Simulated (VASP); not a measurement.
Consider the following.

```
CELL_PARAMETERS angstrom
      0.00000     2.89022     2.89022
      2.89022     0.00000     2.89022
      2.89022     2.89022     0.00000
ATOMIC_POSITIONS crystal
  Al 0.00000 0.00000 0.00000
  As 0.25000 0.25000 0.25000
```

Method: PBE GGA with D3 dispersion (Becke-Johnson damping), VASP's PBE PAW potentials (set 64) (plane waves; VASP). Numerical set-up: 520 eV cut-off, 8×8×8 Γ-centred mesh, Gaussian smearing of 0.050 eV, potentials Al As.

Q: The job: AlAs (zinc blende), 2 atoms, PBE-D3(BJ), static run, 520 eV, 8×8×8 Γ-centred mesh. Roughly how much core time does it take on a busy server core?

A: About 6 core-seconds (one run on a shared machine, a rough figure). It had 29 irreducible k-points, 8 bands, up to 1316 plane waves and 14 electronic steps.

The compound is AlAs in the zinc blende structure. This cell is one point of a volume scan, at 1.06 of the reference volume.
